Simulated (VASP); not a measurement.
All values below come from r2SCAN meta-GGA, VASP's PBE PAW potentials (set 64) (plane waves; VASP).

VASP input:

### KPOINTS_OPT
```
k-points along high-symmetry lines
6
Line-mode
Reciprocal
  0.000000   0.000000   0.000000 ! GAMMA
  0.500000   0.000000   0.000000 ! M

  0.500000   0.000000   0.000000 ! M
  0.333333   0.333333   0.000000 ! K

  0.333333   0.333333   0.000000 ! K
  0.000000   0.000000   0.000000 ! GAMMA

  0.000000   0.000000   0.000000 ! GAMMA
  0.000000   0.000000   0.500000 ! A

  0.000000   0.000000   0.500000 ! A
  0.500000   0.000000   0.500000 ! L

  0.500000   0.000000   0.500000 ! L
  0.333333   0.333333   0.500000 ! H

  0.333333   0.333333   0.500000 ! H
  0.000000   0.000000   0.500000 ! A

  0.500000   0.000000   0.500000 ! L
  0.500000   0.000000   0.000000 ! M

  0.333333   0.333333   0.500000 ! H
  0.333333   0.333333   0.000000 ! K
```

**POSCAR**
```
FeGe
1
    2.9829009564     0.0000000000    -0.0000000000
   -1.4914504782     2.5832678454     0.0000000000
   -0.0000000000     0.0000000000     3.4687781348
Fe Ge
1 1
Direct
  0.0000000000   0.0000000000   0.0000000000
  0.6666670000   0.3333330000   0.5000000000
```

**INCAR**
```
SYSTEM = FeGe
PREC = Accurate
ENCUT = 400
EDIFF = 1E-7
NELM = 100
ALGO = Normal
LREAL = .FALSE.
LASPH = .TRUE.
ISMEAR = -5
METAGGA = R2SCAN
LMIXTAU = .TRUE.
LMAXMIX = 4
ISPIN = 2
MAGMOM = 2.0 -0.1
LORBIT = 11
LWAVE = .FALSE.
LCHARG = .FALSE.
NEDOS = 601
ISIF = 2
```

**KPOINTS**
```
Automatic
0
gamma
16 16 12
```

POTCAR, in this order: Fe Ge_d (PBE.64 set). Program: vasp_std.

The run wrote:

File OUTCAR:
```
 ion  position               nearest neighbor table
   1  0.000  0.000  0.000-   2 2.44   2 2.44   2 2.44   2 2.44   2 2.44   2 2.44
   2  0.667  0.333  0.500-   1 2.44   1 2.44   1 2.44   1 2.44   1 2.44   1 2.44
  LATTYP: Found a hexagonal cell.
 ALAT       =     2.9829009564
 C/A-ratio  =     1.1628874661
 Subroutine PRICEL returns:
 Original cell was already a primitive cell.
 Subroutine GETGRP returns: Found 12 space group operations
The static configuration has the point symmetry D_3h.
The dynamic configuration has the point symmetry D_3h.
The overall configuration has the point symmetry D_3h.
 Subroutine INISYM returns: Found 12 space group operations
 Subroutine IBZKPT returns following result:
 Found    210 irreducible k-points:

 Following reciprocal coordinates:
            Coordinates               Weight
  0.000000  0.000000  0.000000      1.000000
  0.062500 -0.000000  0.000000      6.000000
  0.125000 -0.000000  0.000000      6.000000
  0.187500 -0.000000  0.000000      6.000000
  0.250000 -0.000000  0.000000      6.000000
  0.312500 -0.000000  0.000000      6.000000
  0.375000 -0.000000  0.000000      6.000000
...
```

OSZICAR:
```
       N       E                     dE             d eps       ncg     rms          rms(c)
DAV:   1     0.956107564588E+02    0.95611E+02   -0.97831E+03 14056   0.313E+03
DAV:   2    -0.206318100478E+02   -0.11624E+03   -0.11361E+03 13496   0.441E+02
DAV:   3    -0.315020450191E+02   -0.10870E+02   -0.10813E+02 15664   0.112E+02
DAV:   4    -0.316964991876E+02   -0.19445E+00   -0.19445E+00 16152   0.164E+01
DAV:   5    -0.316998272915E+02   -0.33281E-02   -0.33281E-02 15952   0.207E+00    0.143E+01
DAV:   6    -0.316010615602E+02    0.98766E-01   -0.58149E+01 14680   0.897E+01    0.202E+01
DAV:   7    -0.278781648801E+02    0.37229E+01   -0.16557E+01 14032   0.554E+01    0.358E+00
DAV:   8    -0.279434687791E+02   -0.65304E-01   -0.66247E-01 17056   0.653E+00    0.198E+00
DAV:   9    -0.279528277045E+02   -0.93589E-02   -0.40684E-02 16456   0.216E+00    0.942E-01
DAV:  10    -0.279525324821E+02    0.29522E-03   -0.27138E-02 18736   0.215E+00    0.216E-01
DAV:  11    -0.279534211299E+02   -0.88865E-03   -0.20462E-03 14400   0.395E-01    0.998E-02
DAV:  12    -0.279534747851E+02   -0.53655E-04   -0.20328E-04 15976   0.167E-01    0.577E-02
DAV:  13    -0.279535214008E+02   -0.46616E-04   -0.80531E-05 18504   0.108E-01    0.198E-02
DAV:  14    -0.279535169859E+02    0.44149E-05   -0.12228E-05 15088   0.319E-02    0.454E-03
DAV:  15    -0.279535136620E+02    0.33239E-05   -0.23414E-06 15752   0.140E-02    0.286E-03
DAV:  16    -0.279535133580E+02    0.30394E-06   -0.36336E-07 15320   0.708E-03    0.163E-03
DAV:  17    -0.279535128130E+02    0.54502E-06   -0.62219E-08  9312   0.267E-03    0.692E-04
DAV:  18    -0.279535132154E+02   -0.40240E-06   -0.17563E-08  7008   0.136E-03    0.222E-04
DAV:  19    -0.279535129892E+02    0.22617E-06   -0.21380E-09  6848   0.527E-04    0.145E-04
DAV:  20    -0.279535130321E+02   -0.42847E-07   -0.77829E-10  6784   0.360E-04
   1 F= -.27953513E+02 E0= -.27953513E+02  d E =0.000000E+00  mag=     1.8646
       N       E                     dE             ncg
```

### OUTCAR
```
------------------------ aborting loop because EDIFF is reached ----------------------------------------
  FORCE on cell =-STRESS in cart. coord.  units (eV):
  Direction    XX          YY          ZZ          XY          YZ          ZX
  --------------------------------------------------------------------------------------
  Total       -0.0058645     -0.0058645      0.0473140      0.0000000      0.0000000     -0.0000000
  in kB       -0.3515239     -0.3515238      2.8360625      0.0000000      0.0000000     -0.0000000
  external PRESSURE =       0.7110049 kB  Pullay stress =       0.0000000 kB
  volume of cell :       26.73
      direct lattice vectors                 reciprocal lattice vectors
     2.982900956  0.000000000  0.000000000     0.335244118  0.193553294  0.000000000
    -1.491450478  2.583267845  0.000000000     0.000000000  0.387106587  0.000000000
     0.000000000  0.000000000  3.468778135     0.000000000  0.000000000  0.288285950
 POSITION                                       TOTAL-FORCE (eV/Angst)
 -----------------------------------------------------------------------------------
      0.00000      0.00000      0.00000        -0.000000      0.000000      0.000000
      1.49145      0.86109      1.73439         0.000000     -0.000000      0.000000
 -----------------------------------------------------------------------------------
    total drift:                               -0.000674      0.000389      0.000000
  FREE ENERGIE OF THE ION-ELECTRON SYSTEM (eV)
  ---------------------------------------------------
  free  energy   TOTEN  =       -27.9535130321 eV

  energy  without entropy=      -27.9535130321  energy(sigma->0) =      -27.95351303

 total charge

# of ion       s       p       d       tot
------------------------------------------
    1        0.388   0.496   6.385   7.270
    2        1.122   1.273  10.099  12.494
--------------------------------------------------
tot          1.511   1.769  16.484  19.764

 magnetization (x)

# of ion       s       p       d       tot
------------------------------------------
    1        0.021  -0.001   2.027   2.047
    2       -0.006  -0.073  -0.017  -0.096
--------------------------------------------------
tot          0.015  -0.075   2.011   1.951
```
(Selected blocks of OUTCAR.)

OUTCAR:
```
 val. band max:        7.7300348366   @ k =   0.1250  -0.0000   0.0000

 cond. band min:       7.6974329640   @ k =   0.0000   0.0000   0.1667


 Fermi energy:         7.7216046776

 spin component 1

 k-point     1 :       0.0000    0.0000    0.0000
  band No.  band energies     occupation
      1     -17.7166      1.00000
      2     -17.7165      1.00000
      3     -17.6635      1.00000
      4     -17.6191      1.00000
      5     -17.6191      1.00000
      6      -5.9918      1.00000
      7       3.3764      1.00000
      8       4.6051      1.00000
      9       4.6054      1.00000
     10       5.8852      1.00000
     11       5.8852      1.00000
     12       6.6218      1.00000
     13      12.9419      0.00000
     14      15.5385      0.00000
     15      15.5387      0.00000
     16      20.2403      0.00000

 k-point     2 :       0.0625   -0.0000    0.0000
  band No.  band energies     occupation
      1     -17.7176      1.00000
      2     -17.7129      1.00000
      3     -17.6613      1.00000
      4     -17.6214      1.00000
      5     -17.6200      1.00000
      6      -5.9004      1.00000
      7       3.4056      1.00000
      8       4.5632      1.00000
      9       4.6426      1.00000
     10       5.5807      1.00000
     11       5.8770      1.00000
     12       7.0199      1.00006
     13      12.9735      0.00000
     14      14.6758      0.00000
     15      15.1490      0.00000
     16      19.6063      0.00000

 k-point     3 :       0.1250   -0.0000    0.0000
  band No.  band energies     occupation
      1     -17.7205      1.00000
      2     -17.7023      1.00000
      3     -17.6543      1.00000
      4     -17.6267      1.00000
      5     -17.6218      1.00000
      6      -5.6269      1.00000
      7       3.4816      1.00000
      8       4.4433      1.00000
      9       4.7524      1.00000
     10       5.1503      1.00000
     11       5.8548      1.00000
...
```

For a metal the tetrahedron method with Blöchl corrections gives inexact stress and forces.

The structure was generated: FeGe was put into the WC type (P-6m2), which need not be its known phase. It was relaxed first, which changed the volume by -8 %.
